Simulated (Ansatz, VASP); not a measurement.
# Ga4As3P: VASP beside Ansatz, part 3 of 3

Aim: how closely do two programs agree when they are given the same cell, functional and k mesh? The cell is generated by rule, not measured, and may not be a known phase. The cell is taken from a series of runs on this material, whose earlier steps may have relaxed, scaled, displaced or heated it; both programs get it as it stands.

VASP 6.6.1 and Ansatz 0.2.0.

So far: VASP: relaxation of cell and atoms, PBEsol, pair 1; Ansatz: relaxation of cell and atoms, PBEsol, pair 1; Differences; VASP: relaxation of cell and atoms, PBEsol, pair 2; Ansatz: relaxation of cell and atoms, PBEsol, pair 2; Side by side.

The structure was built from a prototype and need not be the compound's stable phase.

**8. Ansatz: relaxation of cell and atoms, PBEsol, pair 3**

Level of this step: Ansatz beside VASP: Kohn-Sham DFT, plane waves, PBEsol (Ansatz).

The relaxed volume is the usual yardstick between codes: in a stiff, nearly cubic crystal its relative difference is about their pressure difference at one cell divided by the bulk modulus.

The cell is taken from a series of runs on this material, whose earlier steps may have relaxed, scaled, displaced or heated it; both programs get it as it stands.

Contents of input.yaml:

```yaml
crystal:
  lattice:
    - [2.8039091888, 2.8039091888, 0.0]
    - [-2.8039091888, 2.8039091888, 0.0]
    - [0.0, 0.0, 11.1836917657]
  atoms:
    - { symbol: As, position: [1.0, 0.5, 0.3705558199] }
    - { symbol: As, position: [0.5, 1.0, 0.625] }
    - { symbol: As, position: [1.0, 0.5, 0.8794441801] }
    - { symbol: Ga, position: [0.0, 0.0, 0.0067005239] }
    - { symbol: Ga, position: [0.5, 0.5, 0.2432994761] }
    - { symbol: Ga, position: [0.0, 0.0, 0.4976725942] }
    - { symbol: Ga, position: [0.5, 0.5, 0.7523274058] }
    - { symbol: P, position: [0.5, 1.0, 0.125] }
kpoints:
  mp_grid: { grid: [8, 8, 2] }
hamiltonian:
  xc: pbesol
scf:
  occupations: { method: fixed }
output:
  forces: true
  stress: true
  eigenvalues: true
relax:
  adjacent_minimum: "off"
  f_tol: 0.001
  max_steps: 60
  cell: { stress_tol: 0.01 }
```

Command:

```
> ansatz run input.yaml --threads 8 --pin off --max-ram 14336MiB --backend cpu --events-out ev --progress --plain --runs-dir out
```

Numbers of over 12 decimals in the logs are rounded to 6 here.

The log of the run:

```text
[...]
Crystal: 8 atoms, lattice volume = 175.850 Å³
Basis set: ecut = 420 eV, 3413 PW (Γ), exchange–correlation on 54×54×150 points (8 copies of the dense FFT grid, shifted against one another)
Bands: 62, of which v1, the nominal top of the filled ones, is band 51 counted from 1 (50 counted from 0)
Symmetry: 8 space group operations
[...]
k-points: 30 of 128
[...]
- [-2.801445, 2.801445, 0]
    - [0, 0, 11.204069]
  atoms:
    - { symbol: As, position: [1.0, 0.5, 0.370558] }
    - { symbol: As, position: [0.5, 1.0, 0.625000] }
    - { symbol: As, position: [1.0, 0.5, 0.879442] }
    - { symbol: Ga, position: [0, 0, 0.00671244] }
    - { symbol: Ga, position: [0.500000, 0.500000, 0.243288] }
    - { symbol: Ga, position: [0, 0, 0.497667] }
    - { symbol: Ga, position: [0.500000, 0.500000, 0.752333] }
    - { symbol: P, position: [0.5, 1.0, 0.125000] }
[key lines of the parts left out:]
SCF converged after 6 iterations
Free energy (F): -30154.583681 eV
Fermi energy:    7.838578 eV
P = ⅓ Tr σ = -0.0002 GPa (-0.002 kbar)
```

**9. VASP: relaxation of cell and atoms, PBEsol, pair 3**

The same cell, functional and mesh now go to VASP, with its own data sets.

Contents of INCAR:

```
SYSTEM = Ga4As3P
PREC = Accurate
ENCUT = 500
EDIFF = 1E-07
NELM = 120
ISMEAR = 0
SIGMA = 0.01
LREAL = .FALSE.
ALGO = Normal
GGA = PS
NBANDS = 44
LORBIT = 11
LWAVE = .FALSE.
LCHARG = .FALSE.
ISIF = 3
IBRION = 2
NSW = 80
EDIFFG = -0.005
LASPH = .TRUE.
GGA_COMPAT = .FALSE.
NELMIN = 4
EFERMI = MIDGAP
KPAR = 2
```

Contents of POSCAR:

```
Ga4As3P
1.0
    2.8039090000      2.8039090000      0.0000000000
   -2.8039090000      2.8039090000      0.0000000000
    0.0000000000      0.0000000000     11.1836920000
As Ga P
3 4 1
Direct
    0.0000001783      0.5000000000      0.3705558057
    0.5000000000      0.0000001783      0.6249999553
    0.0000001783      0.5000000000      0.8794441943
    0.0000000000      0.0000000000      0.0067005601
    0.5000000000      0.5000000000      0.2432994399
    0.0000000000      0.0000000000      0.4976725933
    0.5000000000      0.5000000000      0.7523274067
    0.5000000000      0.0000001783      0.1249999553
```

Contents of KPOINTS:

```
Automatic mesh
0
Gamma
8 8 2
0 0 0
```

PAW data sets: As, Ga_d and P (PBE family, release 64).

Command:

```
> mpirun -np 2 vasp_std
```

The log of the run:

```text
[... set-up lines as in an earlier step ...]
 entering main loop
       N       E                     dE             d eps       ncg     rms          rms(c)
DAV:   1     0.615865882789E+03    0.61587E+03   -0.32369E+04  2796   0.229E+03
DAV:   2     0.640949754512E+02   -0.55177E+03   -0.53661E+03  2816   0.584E+02
DAV:   3    -0.316533290767E+02   -0.95748E+02   -0.92043E+02  3064   0.174E+02
DAV:   4    -0.378548555167E+02   -0.62015E+01   -0.61635E+01  3256   0.432E+01
[...]
DAV:  15    -0.371452327086E+02   -0.68956E-06   -0.26586E-06  2900   0.391E-02    0.306E-03
DAV:  16    -0.371452326499E+02    0.58648E-07   -0.12447E-06  2988   0.223E-02    0.124E-03
DAV:  17    -0.371452326886E+02   -0.38688E-07   -0.24643E-07  2056   0.353E-03
   1 F= -.37145233E+02 E0= -.37145233E+02  d E =-.371452E+02
[... from here on, the cycles between the ionic steps are left out ...]
   2 F= -.37145448E+02 E0= -.37145448E+02  d E =-.215187E-03
   3 F= -.37145450E+02 E0= -.37145450E+02  d E =-.216995E-03
   4 F= -.37145449E+02 E0= -.37145449E+02  d E =-.216748E-03
   5 F= -.37145450E+02 E0= -.37145450E+02  d E =-.216955E-03
   6 F= -.37145517E+02 E0= -.37145517E+02  d E =-.670770E-04
   7 F= -.37145514E+02 E0= -.37145514E+02  d E =-.645475E-04
   8 F= -.37145531E+02 E0= -.37145531E+02  d E =-.815391E-04
   9 F= -.37145531E+02 E0= -.37145531E+02  d E =-.815959E-04
  10 F= -.37145531E+02 E0= -.37145531E+02  d E =-.816331E-04
  11 F= -.37145535E+02 E0= -.37145535E+02  d E =-.344936E-05
 trial-energy change:   -0.000003  1 .order   -0.000003   -0.000006   -0.000001
 step:   1.2636(harm=  1.2636)  dis= 0.00035  next Energy=   -37.145535 (dE=-0.338E-05)
 reached required accuracy - stopping structural energy minimisation
```

From OUTCAR (step 9):

```text
  Total        0.0063051      0.0063051      0.0060522      0.0000000      0.0000000      0.0000000
  in kB        0.0573558      0.0573558      0.0550551      0.0000000      0.0000000      0.0000000
  external PRESSURE =       0.0565889 kB  Pullay stress =       0.0000000 kB

 POSITION                                       TOTAL-FORCE (eV/Angst)
 -----------------------------------------------------------------------------------
     -1.40142      1.40142      4.15315         0.000000     -0.000000     -0.001262
      1.40142      1.40142      7.00611         0.000000      0.000000      0.000000
     -1.40142      1.40142      9.85908         0.000000     -0.000000      0.001262
     -0.00000      0.00000      0.07671        -0.000000     -0.000000      0.001111
      0.00000      2.80284      2.72574        -0.000000     -0.000000     -0.001111
      0.00000      0.00000      5.57851         0.000000      0.000000     -0.002062
      0.00000      2.80284      8.43372         0.000000      0.000000      0.002062
      1.40142      1.40142      1.40122        -0.000000      0.000000     -0.000000
 -----------------------------------------------------------------------------------
    total drift:                               -0.000134     -0.000149     -0.000306

  FREE ENERGIE OF THE ION-ELECTRON SYSTEM (eV)
  ---------------------------------------------------
  free  energy   TOTEN  =       -37.1455347261 eV

  energy  without entropy=      -37.1455347261  energy(sigma->0) =      -37.14553473

[... 1 part as in an earlier step ...]

[... 3 further parts left out ...]
[key lines of the parts left out:]
E-fermi :   4.3570
```

**10. Comparison**

What differs besides the data sets and the points named for the pairs above, as far as they apply: fixed occupations in Ansatz, narrow Gaussian smearing in VASP; the data sets hold 102 valence electrons in Ansatz (on its default PAW (the set named soft_2) files) and 72 in VASP. Total energies have different zeros and are not compared.

Compared:

| quantity | Ansatz | VASP | difference |
| --- | --- | --- | --- |
| volume (Å³) | 175.86 | 176.13 | -0.15 % |
| edge a after relaxation, in the typed setting (Å) | 3.962 | 3.964 | -0.05 % |
| edge c after relaxation, in the typed setting (Å) | 11.204 | 11.210 | -0.05 % |

**11. What came out**

- difference in volume (relaxation of cell and atoms, PBEsol, pair 1): -0.15 %
- difference in volume (relaxation of cell and atoms, PBEsol, pair 2): -0.14 %
- difference in volume (relaxation of cell and atoms, PBEsol, pair 3): -0.15 %

In words: The difference in volume is -0.15 % (relaxation of cell and atoms, PBEsol, pair 1), within the 1.2 % picked in this series as the mark of a large difference, as far as the stopping tolerances let one tell. The data sets hold unlike numbers of valence electrons (102 in Ansatz and 72 in VASP), so part of the differences comes from the potentials. How closely two codes agree says nothing of how well the functional describes the real material.

[Lines on the potential files, build, host, timing and source positions are cut from VASP's logs without a mark.]

[Logs are printed without paths, hosts, clocks, repeated set-up lines and the standing remarks that a program may print on its own settings, such as how far it seeks lower states.]

[Hosts, paths, dates, database ids (printed as entryN), source tags and the programs' standing remarks are cut or masked in the printed files.]
